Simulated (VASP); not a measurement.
Computed with PBE GGA, VASP's PBE PAW potentials (set 64) (plane waves; VASP).

A VASP calculation is set up with these files.

### POSCAR
```
CsPbBr3
1.0
  6.0027693411   0.0000000000   0.0000000000
  0.0000000000   6.0027693411   0.0000000000
  0.0000000000   0.0000000000   6.0027693411
Cs Pb Br
1 1 3
direct
  0.0000000000   0.0000000000   0.0000000000
  0.5000000000   0.5000000000   0.5000000000
  0.5000000000   0.0000000000   0.5000000000
  0.0000000000   0.5000000000   0.5000000000
  0.5000000000   0.5000000000   0.0000000000
```

**KPOINTS**
```
Automatic mesh
0
Gamma
4 4 4
0 0 0
```

INCAR:
```
SYSTEM = CsPbBr3
PREC = Accurate
ENCUT = 520
EDIFF = 1E-7
NELM = 100
ALGO = Normal
LREAL = .FALSE.
LASPH = .TRUE.
ISMEAR = -5
GGA = PE
LMAXMIX = 4
LWAVE = .FALSE.
LCHARG = .TRUE.
LORBIT = 11
NEDOS = 601
ISIF = 2
LEFG = .TRUE.
```

POTCAR, in this order: Cs_sv Pb_d Br (PBE.64 set). Program: vasp_std.

The run wrote:

OSZICAR:
```
       N       E                     dE             d eps       ncg     rms          rms(c)
DAV:   1     0.395956324509E+03    0.39596E+03   -0.18690E+04   520   0.148E+03
DAV:   2     0.338833949691E+02   -0.36207E+03   -0.35427E+03   644   0.325E+02
DAV:   3    -0.145972329125E+02   -0.48481E+02   -0.48290E+02   630   0.128E+02
DAV:   4    -0.164975043502E+02   -0.19003E+01   -0.18941E+01   636   0.328E+01
DAV:   5    -0.165525503733E+02   -0.55046E-01   -0.55026E-01   662   0.488E+00    0.391E+00
DAV:   6    -0.159206512941E+02    0.63190E+00   -0.11549E+00   752   0.105E+01    0.224E+00
DAV:   7    -0.158623432859E+02    0.58308E-01   -0.57157E-01   734   0.419E+00    0.100E+00
DAV:   8    -0.158731468811E+02   -0.10804E-01   -0.68452E-02   636   0.220E+00    0.189E-01
DAV:   9    -0.158726797361E+02    0.46715E-03   -0.11529E-02   718   0.809E-01    0.105E-01
DAV:  10    -0.158730257786E+02   -0.34604E-03   -0.11378E-03   576   0.199E-01    0.437E-02
DAV:  11    -0.158731216205E+02   -0.95842E-04   -0.20402E-04   618   0.109E-01    0.852E-03
DAV:  12    -0.158731223422E+02   -0.72167E-06   -0.29504E-05   740   0.552E-02    0.601E-03
DAV:  13    -0.158731224311E+02   -0.88933E-07   -0.29022E-06   696   0.124E-02    0.288E-03
DAV:  14    -0.158731226076E+02   -0.17649E-06   -0.63577E-07   648   0.738E-03    0.573E-04
DAV:  15    -0.158731226544E+02   -0.46836E-07   -0.21601E-08   362   0.132E-03
   1 F= -.15873123E+02 E0= -.15873123E+02  d E =0.000000E+00
```

OUTCAR:
```
------------------------ aborting loop because EDIFF is reached ----------------------------------------
  FORCE on cell =-STRESS in cart. coord.  units (eV):
  Direction    XX          YY          ZZ          XY          YZ          ZX
  --------------------------------------------------------------------------------------
  Total        0.0872452      0.0872452      0.0872452     -0.0000000      0.0000000     -0.0000000
  in kB        0.6462447      0.6462447      0.6462447     -0.0000000      0.0000000     -0.0000000
  external PRESSURE =       0.6462447 kB  Pullay stress =       0.0000000 kB
  volume of cell :      216.30
      direct lattice vectors                 reciprocal lattice vectors
     6.002769341  0.000000000  0.000000000     0.166589776  0.000000000  0.000000000
     0.000000000  6.002769341  0.000000000     0.000000000  0.166589776  0.000000000
     0.000000000  0.000000000  6.002769341     0.000000000  0.000000000  0.166589776
 POSITION                                       TOTAL-FORCE (eV/Angst)
 -----------------------------------------------------------------------------------
      0.00000      0.00000      0.00000         0.000000      0.000000      0.000000
      3.00138      3.00138      3.00138         0.000000      0.000000      0.000000
      3.00138      0.00000      3.00138         0.000000      0.000000      0.000000
      0.00000      3.00138      3.00138         0.000000      0.000000      0.000000
      3.00138      3.00138      0.00000         0.000000      0.000000      0.000000
 -----------------------------------------------------------------------------------
    total drift:                                0.000000     -0.000000     -0.000000
  FREE ENERGIE OF THE ION-ELECTRON SYSTEM (eV)
  ---------------------------------------------------
  free  energy   TOTEN  =       -15.8731226544 eV

  energy  without entropy=      -15.8731226544  energy(sigma->0) =      -15.87312265

 total charge

# of ion       s       p       d       tot
------------------------------------------
    1        1.829   4.711   0.009   6.550
    2        1.504   0.437   9.848  11.789
    3        1.609   3.250   0.006   4.866
    4        1.609   3.250   0.006   4.866
    5        1.609   3.250   0.006   4.866
--------------------------------------------------
tot          8.162  14.900   9.875  32.937

 Electric field gradients after diagonalization (V/A^2)
 (convention: |V_zz| > |V_xx| > |V_yy|)
----------------------------------------------------------------------
 ion       V_xx      V_yy      V_zz     asymmetry (V_yy - V_xx)/ V_zz
----------------------------------------------------------------------
   1       0.000     0.000    -0.000       0.025
   2      -0.000    -0.000    -0.000      -0.018
   3     -98.638   -98.638   197.276       0.000
   4     -98.638   -98.638   197.276       0.000
   5     -98.638   -98.638   197.276       0.000
```
(Selected blocks of OUTCAR.)

The compound is CsPbBr3 in the cubic perovskite structure, the ideal cubic form; the compound distorts at low or room temperature. It was relaxed first, which changed the volume by +7 %.
